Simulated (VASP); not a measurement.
These are PBE GGA, VASP's PBE PAW potentials (set 64) (plane waves; VASP) values and carry that method's errors.

The input files of a VASP run:

KPOINTS:
```
Automatic mesh
0
G
16 16 16
0 0 0
```

File POSCAR:
```
Mo
1
   -1.5800013705     1.5800013705     1.5800013705
    1.5800013705    -1.5800013705     1.5800013705
    1.5800013705     1.5800013705    -1.5800013705
Mo
1
Direct
  0.0000000000   0.0000000000   0.0000000000
```

**INCAR**
```
SYSTEM = Mo
PREC = Accurate
ENCUT = 500
EDIFF = 1E-6
NELM = 100
ALGO = Normal
LREAL = .FALSE.
LASPH = .TRUE.
ISMEAR = 1
SIGMA = 0.1
GGA = PE
LMAXMIX = 4
LWAVE = .FALSE.
LCHARG = .FALSE.
IBRION = 2
ISIF = 3
NSW = 40
EDIFFG = -0.02
```

POTCAR, in this order: Mo_sv (PBE.64 set). Program: vasp_std.

Output

**OUTCAR**
```
 ion  position               nearest neighbor table
   1  0.000  0.000  0.000-
  LATTYP: Found a body centered cubic cell.
 ALAT       =     3.1600027410
 Subroutine PRICEL returns:
 Original cell was already a primitive cell.
 Subroutine GETGRP returns: Found 48 space group operations
The static configuration has the point symmetry O_h .
The dynamic configuration has the point symmetry O_h .
 Subroutine INISYM returns: Found 48 space group operations
 Subroutine IBZKPT returns following result:
 Found    145 irreducible k-points:

 Following reciprocal coordinates:
            Coordinates               Weight
  0.000000  0.000000  0.000000      1.000000
  0.062500  0.000000  0.000000     12.000000
  0.125000  0.000000  0.000000     12.000000
  0.187500  0.000000  0.000000     12.000000
  0.250000  0.000000  0.000000     12.000000
  0.312500  0.000000  0.000000     12.000000
  0.375000  0.000000  0.000000     12.000000
  0.437500  0.000000  0.000000     12.000000
  0.500000  0.000000  0.000000      6.000000
  0.062500  0.062500  0.000000     24.000000
  0.125000  0.062500  0.000000     48.000000
  0.187500  0.062500  0.000000     48.000000
  0.250000  0.062500 -0.000000     48.000000
  0.312500  0.062500  0.000000     48.000000
  0.375000  0.062500 -0.000000     48.000000
  0.437500  0.062500  0.000000     48.000000
  0.125000  0.125000  0.000000     24.000000
  0.187500  0.125000 -0.000000     48.000000
  0.250000  0.125000  0.000000     48.000000
  0.312500  0.125000  0.000000     48.000000
  0.375000  0.125000  0.000000     48.000000
  0.437500  0.125000  0.000000     24.000000
  0.187500  0.187500  0.000000     24.000000
  0.250000  0.187500 -0.000000     48.000000
  0.312500  0.187500  0.000000     48.000000
  0.375000  0.187500 -0.000000     48.000000
  0.250000  0.250000  0.000000     24.000000
  0.312500  0.250000  0.000000     48.000000
  0.375000  0.250000 -0.000000     24.000000
  0.312500  0.312500  0.000000     24.000000
  0.062500  0.062500  0.062500      8.000000
  0.125000  0.062500  0.062500     24.000000
  0.187500  0.062500  0.062500     24.000000
  0.250000  0.062500  0.062500     24.000000
  0.312500  0.062500  0.062500     24.000000
  0.375000  0.062500  0.062500     24.000000
  0.437500  0.062500  0.062500     12.000000
 -0.062500  0.062500  0.062500      6.000000
  0.125000  0.125000  0.062500     24.000000
  0.187500  0.125000  0.062500     48.000000
   k-points           NKPTS =    145   k-points in BZ     NKDIM =    145   number of bands    NBANDS=     11
   number of dos      NEDOS =    301   number of ions     NIONS =      1
   total plane-waves  NPLWV =   8000
   dimension x,y,z NGX =    20 NGY =   20 NGZ =   20
   dimension x,y,z NGXF=    40 NGYF=   40 NGZF=   40
   ions per type =               1
   PREC   = accura    normal or accurate (medium, high low for compatibility)
   ISTART =      0    job   : 0-new  1-cont  2-samecut
   ICHARG =      2    charge: 1-file 2-atom 10-const
   ISPIN  =      1    spin polarized calculation?
   LNONCOLLINEAR =      F non collinear calculations
   LSORBIT =      F    spin-orbit coupling
   INIWAV =      1    electr: 0-lowe 1-rand  2-diag
   ENCUT  =  500.0 eV  36.75 Ry    6.06 a.u.   4.99  4.99  4.99*2*pi/ulx,y,z
   NELM   =    100;   NELMIN=  2; NELMDL= -5     # of ELM steps
   EDIFF  = 0.1E-05   stopping-criterion for ELM
   LREAL  =      F    real-space projection
   NLSPLINE    = F    spline interpolate recip. space projectors
   LMAXMIX     =    4 max onsite mixed and CHGCAR
   VOSKOWN=      0    Vosko Wilk Nusair interpolation
...
```

**OSZICAR**
```
       N       E                     dE             d eps       ncg     rms          rms(c)
DAV:   1     0.879163784348E+02    0.87916E+02   -0.81187E+03  3214   0.128E+03
DAV:   2    -0.103439530016E+02   -0.98260E+02   -0.94895E+02  3463   0.334E+02
DAV:   3    -0.116033024545E+02   -0.12593E+01   -0.12503E+01  3665   0.381E+01
DAV:   4    -0.116064774700E+02   -0.31750E-02   -0.31747E-02  3460   0.229E+00
DAV:   5    -0.116064949269E+02   -0.17457E-04   -0.17456E-04  3759   0.163E-01    0.144E+01
DAV:   6    -0.110204858936E+02    0.58601E+00   -0.10501E+00  3439   0.124E+01    0.384E+00
DAV:   7    -0.109438012778E+02    0.76685E-01   -0.20488E-01  3704   0.511E+00    0.955E-01
DAV:   8    -0.109401235768E+02    0.36777E-02   -0.40497E-03  3322   0.924E-01    0.174E-01
DAV:   9    -0.109401869394E+02   -0.63363E-04   -0.11432E-04  3741   0.147E-01    0.731E-02
DAV:  10    -0.109401945234E+02   -0.75840E-05   -0.11566E-05  3403   0.448E-02    0.726E-03
DAV:  11    -0.109401947761E+02   -0.25265E-06   -0.35974E-07  2249   0.666E-03
   1 F= -.10940195E+02 E0= -.10940397E+02  d E =-.109402E+02
       N       E                     dE             d eps       ncg     rms          rms(c)
DAV:   1    -0.109498736827E+02   -0.96792E-02   -0.24912E-01  3310   0.712E+00    0.105E+00
DAV:   2    -0.109404448571E+02    0.94288E-02   -0.20219E-02  3292   0.179E+00    0.185E-01
DAV:   3    -0.109397951096E+02    0.64975E-03   -0.28311E-03  3465   0.659E-01    0.155E-01
DAV:   4    -0.109398507550E+02   -0.55645E-04   -0.51200E-05  3312   0.831E-02    0.105E-02
DAV:   5    -0.109398501928E+02    0.56225E-06   -0.39357E-06  3583   0.245E-02
   2 F= -.10939850E+02 E0= -.10940058E+02  d E =0.344583E-03
       N       E                     dE             d eps       ncg     rms          rms(c)
DAV:   1    -0.109457286587E+02   -0.58779E-02   -0.13622E-01  3310   0.526E+00    0.801E-01
DAV:   2    -0.109405591649E+02    0.51695E-02   -0.10889E-02  3298   0.132E+00    0.135E-01
DAV:   3    -0.109401968122E+02    0.36235E-03   -0.15493E-03  3447   0.490E-01    0.123E-01
DAV:   4    -0.109402442830E+02   -0.47471E-04   -0.26357E-05  3318   0.606E-02    0.503E-03
DAV:   5    -0.109402446999E+02   -0.41694E-06   -0.22965E-06  3505   0.188E-02
   3 F= -.10940245E+02 E0= -.10940449E+02  d E =-.499239E-04
```

**OUTCAR**
```
------------------------ aborting loop because EDIFF is reached ----------------------------------------
  FORCE on cell =-STRESS in cart. coord.  units (eV):
  Direction    XX          YY          ZZ          XY          YZ          ZX
  --------------------------------------------------------------------------------------
  Total        0.0009913      0.0009913      0.0009913     -0.0000000      0.0000000     -0.0000000
  in kB        0.1004699      0.1004699      0.1004699     -0.0000000      0.0000000     -0.0000000
  external PRESSURE =       0.1004699 kB  Pullay stress =       0.0000000 kB
  volume of cell :       15.81
      direct lattice vectors                 reciprocal lattice vectors
    -1.581026255  1.581026255  1.581026255     0.000000000  0.316250283  0.316250283
     1.581026255 -1.581026255  1.581026255     0.316250283  0.000000000  0.316250283
     1.581026255  1.581026255 -1.581026255     0.316250283  0.316250283  0.000000000
 POSITION                                       TOTAL-FORCE (eV/Angst)
 -----------------------------------------------------------------------------------
      0.00000      0.00000      0.00000        -0.000000      0.000000      0.000000
 -----------------------------------------------------------------------------------
    total drift:                                0.000000      0.000000      0.000000
  FREE ENERGIE OF THE ION-ELECTRON SYSTEM (eV)
  ---------------------------------------------------
  free  energy   TOTEN  =       -10.9402446999 eV

  energy  without entropy=      -10.9408571299  energy(sigma->0) =      -10.94044884

 reached required accuracy - stopping structural energy minimisation
```
(Selected blocks of OUTCAR.)

File CONTCAR:
```
Mo
   1.00000000000000
    -1.5810262554845329    1.5810262554845329    1.5810262554845329
     1.5810262554845329   -1.5810262554845329    1.5810262554845329
     1.5810262554845329    1.5810262554845329   -1.5810262554845329
  Mo
     1
Direct
     0.0000000000000000    0.0000000000000000    0.0000000000000000
```

The compound is Mo in the bcc structure. This run relaxes it. Symmetry was kept, so distortions that lower it aren't found.
